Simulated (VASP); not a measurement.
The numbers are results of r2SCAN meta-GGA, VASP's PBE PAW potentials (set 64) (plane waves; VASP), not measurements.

Input for VASP

INCAR:
```
! general
SYSTEM =Si
PREC   =Accurate
ENCUT  =400
LREAL  =.FALSE.   ! projection in real space or not
LASPH  =.TRUE.

! electronic loop
EDIFF  =1E-7   ! SCF stop (eV)
NELM   =100
ALGO   =Normal
LMIXTAU=.TRUE.

! smearing
ISMEAR =-5   ! tetrahedra, Bloechl

! functional
METAGGA=R2SCAN

! ions
ISIF   =2

! output
LWAVE  =.FALSE.
LCHARG =.FALSE.
LORBIT =11
NEDOS  =601
```

### POSCAR
```
Si
1
   -0.0000000000     2.7198060285     2.7198060285
    2.7198060285    -0.0000000000     2.7198060285
    2.7198060285     2.7198060285     0.0000000000
Si
2
Direct
  0.0000000000   0.0000000000   0.0000000000
  0.2500000000   0.2500000000   0.2500000000
```

**KPOINTS**
```
Regular mesh
0
gamma
9 9 9
```

File KPOINTS_OPT:
```
k-points along high-symmetry lines
10
Line-mode
Reciprocal
  0.000000   0.000000   0.000000 ! GAMMA
  0.500000   0.000000   0.500000 ! X

  0.500000   0.000000   0.500000 ! X
  0.625000   0.250000   0.625000 ! U

  0.375000   0.375000   0.750000 ! K
  0.000000   0.000000   0.000000 ! GAMMA

  0.000000   0.000000   0.000000 ! GAMMA
  0.500000   0.500000   0.500000 ! L

  0.500000   0.500000   0.500000 ! L
  0.500000   0.250000   0.750000 ! W

  0.500000   0.250000   0.750000 ! W
  0.500000   0.000000   0.500000 ! X
```

POTCAR, in this order: Si (PBE.64 set). Program: vasp_std.

What VASP printed:

File OSZICAR:
```
       N       E                     dE             d eps       ncg     rms          rms(c)
DAV:   1    -0.225148774406E+01   -0.22515E+01   -0.29328E+03   560   0.646E+02
DAV:   2    -0.184918778288E+02   -0.16240E+02   -0.15919E+02   880   0.783E+01
DAV:   3    -0.187158454709E+02   -0.22397E+00   -0.22397E+00   688   0.110E+01
DAV:   4    -0.187169408988E+02   -0.10954E-02   -0.10954E-02   928   0.902E-01
DAV:   5    -0.187169425584E+02   -0.16596E-05   -0.16596E-05   704   0.212E-02    0.599E+00
DAV:   6    -0.175440630289E+02    0.11729E+01   -0.14618E-01   600   0.291E+00    0.420E+00
DAV:   7    -0.184974032911E+02   -0.95334E+00   -0.62421E-01   608   0.399E+00    0.831E-01
DAV:   8    -0.175446405429E+02    0.95276E+00   -0.14586E-01   592   0.267E+00    0.425E-01
DAV:   9    -0.175243735946E+02    0.20267E-01   -0.60971E-02   600   0.202E+00    0.286E-01
DAV:  10    -0.175496241933E+02   -0.25251E-01   -0.22085E-02   560   0.135E+00    0.845E-02
DAV:  11    -0.175498456596E+02   -0.22147E-03   -0.22440E-04   880   0.143E-01    0.517E-02
DAV:  12    -0.175498798690E+02   -0.34209E-04   -0.16934E-04   600   0.151E-01    0.461E-02
DAV:  13    -0.175498138170E+02    0.66052E-04   -0.11783E-04   624   0.139E-01    0.185E-02
DAV:  14    -0.175498763370E+02   -0.62520E-04   -0.27100E-05   600   0.628E-02    0.122E-02
DAV:  15    -0.175498751220E+02    0.12150E-05   -0.12959E-06   728   0.144E-02    0.943E-03
DAV:  16    -0.175498751116E+02    0.10378E-07   -0.21150E-07   704   0.436E-03
   1 F= -.17549875E+02 E0= -.17549875E+02  d E =0.000000E+00
       N       E                     dE             ncg
       N       E                     dE             ncg
```

**OUTCAR**
```
------------------------ aborting loop because EDIFF is reached ----------------------------------------
  FORCE on cell =-STRESS in cart. coord.  units (eV):
  Direction    XX          YY          ZZ          XY          YZ          ZX
  --------------------------------------------------------------------------------------
  Total        0.0029012      0.0029012      0.0029012     -0.0000000      0.0000000     -0.0000000
  in kB        0.1155153      0.1155153      0.1155153     -0.0000000      0.0000000     -0.0000000
  external PRESSURE =       0.1155153 kB  Pullay stress =       0.0000000 kB
  volume of cell :       40.24
      direct lattice vectors                 reciprocal lattice vectors
     0.000000000  2.719806028  2.719806028    -0.183836639  0.183836639  0.183836639
     2.719806028  0.000000000  2.719806028     0.183836639 -0.183836639  0.183836639
     2.719806028  2.719806028  0.000000000     0.183836639  0.183836639 -0.183836639
 POSITION                                       TOTAL-FORCE (eV/Angst)
 -----------------------------------------------------------------------------------
      0.00000      0.00000      0.00000        -0.000000     -0.000000     -0.000000
      1.35990      1.35990      1.35990         0.000000      0.000000      0.000000
 -----------------------------------------------------------------------------------
    total drift:                                0.000000      0.000000     -0.000000
  FREE ENERGIE OF THE ION-ELECTRON SYSTEM (eV)
  ---------------------------------------------------
  free  energy   TOTEN  =       -17.5498751116 eV

  energy  without entropy=      -17.5498751116  energy(sigma->0) =      -17.54987511

 total charge

# of ion       s       p       d       tot
------------------------------------------
    1        0.745   0.962   0.000   1.707
    2        0.745   0.962   0.000   1.707
--------------------------------------------------
tot          1.490   1.923   0.000   3.413
```
(Selected blocks of OUTCAR.)

The compound is Si in the diamond structure. It was relaxed first.
